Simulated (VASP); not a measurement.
VASP input:

### POSCAR
```
Si
1
    0.0000000000     2.7155000000     2.7155000000
    2.7155000000     0.0000000000     2.7155000000
    2.7155000000     2.7155000000     0.0000000000
Si
2
Direct
  0.0000000000   0.0000000000   0.0000000000
  0.2500000000   0.2500000000   0.2500000000
```

KPOINTS:
```
Automatic mesh
0
Gamma
6 6 6
0 0 0
```

**INCAR**
```
SYSTEM = Si
PREC = Accurate
ENCUT = 400
EDIFF = 1E-6
NELM = 100
ALGO = Normal
LREAL = .FALSE.
LASPH = .TRUE.
ISMEAR = 0
SIGMA = 0.05
GGA = PE
LWAVE = .FALSE.
LCHARG = .FALSE.
ISIF = 2
IBRION = 0
NSW = 3
TEBEG = 300
```

POTCAR, in this order: Si (PBE.64 set). Program: vasp_std.

The resulting files:

**standard output**
```
 POSCAR found type information on POSCAR Si
 POSCAR found :  1 types and       2 ions
 Reading from existing POTCAR

 -----------------------------------------------------------------------------
|                                                                             |
|     EEEEEEE  RRRRRR   RRRRRR   OOOOOOO  RRRRRR      ###     ###     ###     |
|     E        R     R  R     R  O     O  R     R     ###     ###     ###     |
|     E        R     R  R     R  O     O  R     R     ###     ###     ###     |
|     EEEEE    RRRRRR   RRRRRR   O     O  RRRRRR       #       #       #      |
|     E        R   R    R   R    O     O  R   R                               |
|     E        R    R   R    R   O     O  R    R      ###     ###     ###     |
|     EEEEEEE  R     R  R     R  OOOOOOO  R     R     ###     ###     ###     |
|                                                                             |
|     Fatal error! IBRION=0, but no entry for POTIM on file INCAR. MUST       |
|     be specified!                                                           |
|                                                                             |
|       ---->  I REFUSE TO CONTINUE WITH THIS SICK JOB ... BYE!!! <----       |
|                                                                             |
 -----------------------------------------------------------------------------
```

Read input and log: which fault does this run have?
A) ICHARG = 11 asks for a fixed density, but there is no CHGCAR
B) LEPSILON was set with a meta-GGA
C) a line-mode KPOINTS file was used for a self-consistent run
D) molecular dynamics (IBRION = 0) was asked for without POTIM

D, molecular dynamics (IBRION = 0) was asked for without POTIM. VASP stops with an error: Fatal error! IBRION=0, but no entry for POTIM on file INCAR. MUST be specified! ----> I REFUSE TO CONTINUE WITH THIS SICK JOB ... BYE!!! <----

To mend it, set POTIM to the time step in fs (1 to 2 fs suits most solids). The plain static run on this cell (PBE GGA, plane waves, VASP's PBE PAW potentials (set 64)) converges, and its OSZICAR ends with
```
   1 F= -.10820774E+02 E0= -.10820774E+02  d E =-.320666E-11
```

The compound is Si in the diamond structure. The cell was not relaxed at this level.
